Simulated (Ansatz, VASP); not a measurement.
# SiC3 (ordered alloy, x = 0.75, built in the cubic cell of 8 atoms (invented)) in two plane-wave programs, part 2 of 2

Wanted: the spread between two codes on one cell, functional and k mesh. The cell is generated by rule, not measured, and may not be a known phase. The two relaxations start from unlike cells of this crystal (the structure described is Ansatz's start), so only their ends are compared.

VASP 6.6.1 and Ansatz 0.2.0.

So far: Set-up; Ansatz: relaxation of cell and atoms, r2SCAN.

## (3) VASP: relaxation of cell and atoms, r2SCAN

Level of this step: r2SCAN; plane waves and PAW (C, Si); invented cell (VASP).

Its own start cell and the same functional, mesh and smearing now go to VASP, with its own data sets.

Lines of VASP's logs that name or quote its potential files are left out, and so is its time.

Input file INCAR:

```
SYSTEM = SiC3
PREC = Accurate
ENCUT = 660
EDIFF = 1E-07
NELM = 120
ISMEAR = 0
SIGMA = 0.1
LREAL = .FALSE.
ALGO = Normal
METAGGA = R2SCAN
LASPH = .TRUE.
NBANDS = 24
LORBIT = 11
LWAVE = .FALSE.
LCHARG = .FALSE.
ISIF = 3
IBRION = 2
NSW = 80
EDIFFG = -0.005
GGA_COMPAT = .FALSE.
NELMIN = 4
EFERMI = MIDGAP
LMIXTAU = .TRUE.
KPAR = 2
```

Input file POSCAR:

```
SiC3
1.0
    2.8051903401      1.6195767370      3.2187623485
   -2.8051903401      1.6195767370      3.2187623485
    0.0000000000     -3.2391548239      3.2187626111
C Si
6 2
Direct
    0.8542834130      0.8542834130      0.2915542937
    0.8542834134      0.2915544076      0.8542832995
    0.2915544076      0.8542834134      0.8542832995
    0.1457165870      0.1457165870      0.7084457063
    0.1457166878      0.7084456936      0.1457164981
    0.7084456936      0.1457166878      0.1457164981
    0.3750197743      0.3750197743      0.3750196601
    0.6249803269      0.6249803269      0.6249801375
```

Input file KPOINTS:

```
Automatic mesh
0
Gamma
6 6 6
0 0 0
```

The projector-augmented-wave data sets are C and Si (PBE family, release 64).

The run is started by

```bash
> mpirun -np 2 vasp_std
```

Numbers of over 12 decimals in the logs are rounded to 6 here.

Log:

```text
[banner, memory and clock lines left out]
running    2 mpi-ranks, on    1 nodes
 distrk:  each k-point on    1 cores,    2 groups
 distr:  one band on    1 cores,    1 groups

 POSCAR found type information on POSCAR C Si
 POSCAR found :  2 types and       8 ions
|                                                                             |
|               ----> ADVICE to this user running VASP <----                  |
|                                                                             |
|     You enforced a specific xc type in the INCAR file but a different       |
|     [... a line on the potential file left out ...]
|     I HOPE YOU KNOW WHAT YOU ARE DOING!                                     |
|                                                                             |

 LDA part: xc-table for (None), standard interpolation
 POSCAR, INCAR and KPOINTS ok, starting setup
 FFT: planning ... GRIDC
 FFT: planning ... GRID_SOFT
 FFT: planning ... GRID
 WAVECAR not read
 entering main loop
       N       E                     dE             d eps       ncg     rms          rms(c)
DAV:   1     0.105178826000E+03    0.10518E+03   -0.17681E+04  1536   0.149E+03
DAV:   2    -0.759080935178E+02   -0.18109E+03   -0.16809E+03  2056   0.248E+02
DAV:   3    -0.862013435191E+02   -0.10293E+02   -0.10167E+02  2024   0.586E+01
DAV:   4    -0.863770334391E+02   -0.17569E+00   -0.17549E+00  1936   0.859E+00
DAV:   5    -0.863814754918E+02   -0.44421E-02   -0.44407E-02  2048   0.131E+00    0.141E+01
DAV:   6    -0.755466015818E+02    0.10835E+02   -0.78695E+00  1816   0.168E+01    0.949E+00
DAV:   7    -0.735619324646E+02    0.19847E+01   -0.15281E+00  1992   0.852E+00    0.325E+00
DAV:   8    -0.766900581515E+02   -0.31281E+01   -0.25990E+00  1904   0.982E+00    0.249E+00
DAV:   9    -0.747883052800E+02    0.19018E+01   -0.45045E-01  1728   0.519E+00    0.155E+00
DAV:  10    -0.748316044746E+02   -0.43299E-01   -0.16125E-01  1568   0.366E+00    0.668E-01
DAV:  11    -0.748593701918E+02   -0.27766E-01   -0.13211E-01  1536   0.344E+00    0.219E-01
DAV:  12    -0.749656388699E+02   -0.10627E+00   -0.46752E-02  1552   0.204E+00    0.101E-01
DAV:  13    -0.749660590760E+02   -0.42021E-03   -0.36701E-03  1992   0.557E-01    0.509E-02
DAV:  14    -0.749733748878E+02   -0.73158E-02   -0.31103E-03  1688   0.488E-01    0.192E-02
DAV:  15    -0.749734218099E+02   -0.46922E-04   -0.10680E-04  2032   0.909E-02    0.355E-02
DAV:  16    -0.749733657292E+02    0.56081E-04   -0.10665E-05  1816   0.322E-02    0.144E-02
DAV:  17    -0.749735400217E+02   -0.17429E-03   -0.66202E-05  1744   0.652E-02    0.351E-03
DAV:  18    -0.749735431184E+02   -0.30968E-05   -0.23157E-06  2032   0.140E-02    0.390E-03
DAV:  19    -0.749735437906E+02   -0.67219E-06   -0.27654E-07  1592   0.475E-03    0.192E-03
DAV:  20    -0.749735444130E+02   -0.62243E-06   -0.48458E-07  1896   0.656E-03    0.128E-03
DAV:  21    -0.749735444944E+02   -0.81350E-07   -0.75621E-08  1240   0.244E-03
   1 F= -.74973544E+02 E0= -.74973544E+02  d E =-.749735E+02
[...]
2 F= -.74975449E+02 E0= -.74975449E+02  d E =-.190474E-02
[...]
3 F= -.74976215E+02 E0= -.74976215E+02  d E =-.267086E-02
[...]
4 F= -.74976886E+02 E0= -.74976886E+02  d E =-.670338E-03
[...]
5 F= -.74976889E+02 E0= -.74976889E+02  d E =-.674050E-03
[...]
6 F= -.74977422E+02 E0= -.74977422E+02  d E =-.532394E-03
 trial-energy change:   -0.000532  1 .order   -0.000525   -0.000769   -0.000281
 step:   0.8332(harm=  0.8709)  dis= 0.00546  next Energy=   -74.977494 (dE=-0.605E-03)
 bond charge predicted
       N       E                     dE             d eps       ncg     rms          rms(c)
DAV:   1    -0.749775506386E+02   -0.12885E-03   -0.62558E-03  1536   0.481E-01    0.374E-02
DAV:   2    -0.749775142379E+02    0.36401E-04   -0.15348E-04  2048   0.806E-02    0.219E-02
DAV:   3    -0.749775002956E+02    0.13942E-04   -0.52567E-05  1888   0.429E-02    0.657E-03
DAV:   4    -0.749774975752E+02    0.27204E-05   -0.10463E-05  1680   0.270E-02    0.384E-03
DAV:   5    -0.749774991867E+02   -0.16116E-05   -0.76769E-06  1624   0.234E-02    0.162E-03
DAV:   6    -0.749775024611E+02   -0.32744E-05   -0.19870E-06  1632   0.130E-02    0.780E-04
DAV:   7    -0.749775024585E+02    0.26585E-08   -0.11174E-07  1424   0.300E-03
   7 F= -.74977502E+02 E0= -.74977502E+02  d E =-.613051E-03
 curvature:  -0.85 expect dE=-0.824E-05 dE for cont linesearch -0.889E-06
 trial: gam=-0.01496 g(F)=  0.793E-05 g(S)=  0.176E-05 ort = 0.537E-04 (trialstep = 0.609E+00)
 search vector abs. value=  0.870E-05
 reached required accuracy - stopping structural energy minimisation
```

From OUTCAR (step 3):

```text
ion  position               nearest neighbor table
   1  0.854  0.854  0.292-   5 1.42   6 1.42   8 1.87
   2  0.854  0.292  0.854-   6 1.42   4 1.42   8 1.87
   3  0.292  0.854  0.854-   5 1.42   4 1.42   8 1.87
   4  0.146  0.146  0.708-   2 1.42   3 1.42   7 1.87
   5  0.146  0.708  0.146-   3 1.42   1 1.42   7 1.87
   6  0.708  0.146  0.146-   2 1.42   1 1.42   7 1.87
   7  0.375  0.375  0.375-   5 1.87   6 1.87   4 1.87   8 2.41
   8  0.625  0.625  0.625-   1 1.87   2 1.87   3 1.87   7 2.41

  LATTYP: Found a trigonal (rhomboedric) cell.
 ALAT       =     4.5664595375
 COS(alpha) =     0.2452633541

 Subroutine GETGRP returns: Found 12 space group operations
 (whereof 12 operations were pure point group operations)

The static configuration has the point symmetry D_3d.

 Found     32 irreducible k-points:

   k-points           NKPTS =     32   k-points in BZ     NKDIM =     32   number of bands    NBANDS=     24

   dimension x,y,z NGX =    40 NGY =   40 NGZ =   40
   dimension x,y,z NGXF=    80 NGYF=   80 NGZF=   80

   ENCUT  =  660.0 eV  48.51 Ry    6.96 a.u.   9.57  9.57  9.57*2*pi/ulx,y,z

   NELECT =      32.0000    total number of electrons

 k-points in reciprocal lattice and weights: Automatic mesh
   0.00000000  0.00000000  0.00000000       0.005
   0.16666667 -0.00000000  0.00000000       0.028
   0.33333333 -0.00000000  0.00000000       0.028
   0.50000000 -0.00000000  0.00000000       0.014
   0.16666667  0.16666667  0.00000000       0.028
   0.33333333  0.16666667  0.00000000       0.056
   0.50000000  0.16666667  0.00000000       0.056
  -0.33333333  0.16666667 -0.00000000       0.056
  -0.16666667  0.16666667  0.00000000       0.028
[...]
-0.33333333  0.50000000  0.33333333       0.028
   0.50000000  0.50000000  0.50000000       0.005

 average (electrostatic) potential at core
       1 -51.5316       2 -51.5316       3 -51.5316       4 -51.5316       5 -51.5316
       6 -51.5316       7 -86.6356       8 -86.6356

 E-fermi :   5.5225

 k-point     1 :       0.0000    0.0000    0.0000
  band No.  band energies     occupation
    ...
     12       1.9577      2.00000
     13       2.0115      2.00000
     14       2.0115      2.00000
     15       3.6754      2.00000
     16       3.6754      2.00000
     17       5.9750      0.00000
     18       5.9750      0.00000
     19       9.0946      0.00000
     20       9.3138      0.00000
     21       9.7724      0.00000
    ...

 k-point     2 :       0.1667   -0.0000    0.0000
  band No.  band energies     occupation
    ...
     12       1.8324      2.00000
     13       1.9754      2.00000
     14       2.1792      2.00000
     15       3.2288      2.00000
     16       3.5415      2.00000
     17       6.2434      0.00000
     18       6.4549      0.00000
     19       9.5012      0.00000
     20       9.7413      0.00000
     21      10.0230      0.00000
    ...

 k-point     3 :       0.3333   -0.0000    0.0000
  band No.  band energies     occupation
    ...
     12       1.4178      2.00000
     13       1.6718      2.00000
     14       1.9855      2.00000
     15       2.4485      2.00000
     16       3.2935      2.00000
     17       7.2400      0.00000
     18       7.5461      0.00000
     19       9.9097      0.00000
     20      10.4105      0.00000
     21      10.6742      0.00000
    ...

  Total       -0.0107157     -0.0107157     -0.0079345     -0.0000000      0.0000000     -0.0000000
  in kB       -0.1934898     -0.1934898     -0.1432716     -0.0000000      0.0000000     -0.0000000
  external PRESSURE =      -0.1767504 kB  Pullay stress =       0.0000000 kB

  energy-cutoff  :      660.00
  volume of cell :       88.73
      direct lattice vectors                 reciprocal lattice vectors
     2.803470951  1.618584042  3.259040173     0.178350341  0.102970637  0.102279614
    -2.803470951  1.618584042  3.259040173    -0.178350341  0.102970637  0.102279614
    -0.000000000 -3.237169450  3.259040447     0.000000000 -0.205941256  0.102279571

 POSITION                                       TOTAL-FORCE (eV/Angst)
 -----------------------------------------------------------------------------------
     -0.00000      1.82082      6.51727        -0.000000     -0.004391     -0.001902
      1.57688     -0.91041      6.51727        -0.003802      0.002195     -0.001902
     -1.57688     -0.91041      6.51727         0.003802      0.002195     -0.001902
     -0.00000     -1.82082      3.25985         0.000000      0.004391      0.001902
     -1.57688      0.91041      3.25985         0.003802     -0.002195      0.001902
      1.57688      0.91041      3.25985        -0.003802     -0.002195      0.001902
     -0.00000     -0.00000      3.67473        -0.000000     -0.000000      0.003674
     -0.00000     -0.00000      6.10239         0.000000      0.000000     -0.003674
 -----------------------------------------------------------------------------------
    total drift:                               -0.000000     -0.000382     -0.000015

  FREE ENERGIE OF THE ION-ELECTRON SYSTEM (eV)
  ---------------------------------------------------
  free  energy   TOTEN  =       -74.9775024585 eV

  energy  without entropy=      -74.9775024584  energy(sigma->0) =      -74.97750246

 reached required accuracy - stopping structural energy minimisation

 total charge
# of ion       s       p       d       tot
------------------------------------------
    1        0.874   1.710   0.000   2.584
    2        0.874   1.710   0.000   2.584
    3        0.874   1.710   0.000   2.584
    4        0.874   1.710   0.000   2.584
    5        0.874   1.710   0.000   2.584
    6        0.874   1.710   0.000   2.584
    7        0.727   1.030   0.000   1.757
    8        0.727   1.030   0.000   1.757
--------------------------------------------------
tot          6.700  12.318   0.000  19.018

[... 3 further parts left out ...]
```

CONTCAR:

```
SiC3
   1.00000000000000
     2.8034709509208784    1.6185840423341551    3.2590401731386587
    -2.8034709509208784    1.6185840423341551    3.2590401731386587
    -0.0000000000000000   -3.2371694503164381    3.2590404473630112
  C               Si
     6     2
Direct
     0.8540751858416142    0.8540751858416142    0.2916015184483286
     0.8540751862416757    0.2916016323483270    0.8540750723416733
     0.2916016323483270    0.8540751862416757    0.8540750723416733
     0.1459248141583856    0.1459248141583856    0.7083984815516715
     0.1459249149583185    0.7083984688516742    0.1459247252583240
     0.7083984688516742    0.1459249149583185    0.1459247252583240
     0.3758497382833824    0.3758497382833824    0.3758496240833448
     0.6241503629166189    0.6241503629166189    0.6241501735166600
```

## (4) Differences

Known differences besides the potentials themselves: VASP keeps PBE cores, Ansatz makes them for the functional; the cutoff is 500 eV in Ansatz and 660 eV in VASP; Ansatz adds a Pulay correction to the stress that steers its cell, VASP none. Total energies have different zeros and are not compared.

The two programs side by side:

```
                                         quantity  Ansatz   VASP  difference
                                      volume (Å³)   89.10  88.73     +0.42 %
edge a after relaxation, in the typed setting (Å)   4.604  4.593     +0.22 %
```

## (5) Outcome

| Quantity | Value |
| --- | --- |
| difference in volume (relaxation of cell and atoms, r2SCAN) | 0.42 % |

What this shows: The difference in volume is 0.42 % (relaxation of cell and atoms, r2SCAN), within the 1.2 % picked in this series as the mark of a large difference, as far as the stopping tolerances let one tell. How closely two codes agree says nothing of how well the functional describes the real material.

[Lines on the potential files, build, host, timing and source positions are cut from VASP's logs without a mark.]

[Logs are printed without paths, hosts, clocks, repeated set-up lines and the standing remarks that a program may print on its own settings, such as how far it seeks lower states.]

[Hosts, paths, dates, database ids (printed as entryN), source tags and the programs' standing remarks are cut or masked in the printed files.]
